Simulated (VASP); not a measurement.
A convergence study with VASP on VN (rock salt): one setting is varied, all else stays as given below, so the limit is that of these other settings. ε∞ is the independent-particle value.

```yaml
crystal:
  lattice:
    - [0.00000, 2.07000, 2.07000]
    - [2.07000, 0.00000, 2.07000]
    - [2.07000, 2.07000, 0.00000]
  atoms:
    - { symbol: V, position: [0.00000, 0.00000, 0.00000] }
    - { symbol: N, position: [0.50000, 0.50000, 0.50000] }
```

Method: PBE GGA, VASP's PBE PAW potentials (set 64) (plane waves; VASP). The tightest run used: 700 eV cut-off, 13×13×13 Γ-centred mesh, first-order Methfessel-Paxton smearing of 0.10 eV, potentials V_sv N.

Problem. The settings run are NBANDS = 10; NBANDS = 11; NBANDS = 13; NBANDS = 17; NBANDS = 25; NBANDS = 41; NBANDS = 73. From which on does the energy per atom stay within 0.002 eV/atom of the tightest run?

Solution. From NBANDS = 11 on: it is off by 0.0015 there and by no more than 0.002 in any finer run, while NBANDS = 10 is off by 0.0235.
```csv
setting,E (eV/atom),bands,difference judged (eV/atom)
NBANDS = 10,-9.6291,10,0.0235
NBANDS = 11,-9.6512,11,0.0015
NBANDS = 13,-9.6527,13,0.0000
NBANDS = 17,-9.6527,17,0.0000
NBANDS = 25,-9.6527,25,0.0000
NBANDS = 41,-9.6527,41,0.0000
NBANDS = 73,-9.6527,73,0.0000
```

VASP warned of too few bands at NBANDS = 10; NBANDS = 11; NBANDS = 13.

Left out are rungs that failed or repeat a setting and relaxations that didn't move; long series are thinned to 24 rows.

The compound is VN in the rock salt structure, which distorts at low temperature. The cell was not relaxed at this level. The run is not spin-polarised, so no magnetic state was tried. VASP warned that the highest band is occupied, so more bands are needed.
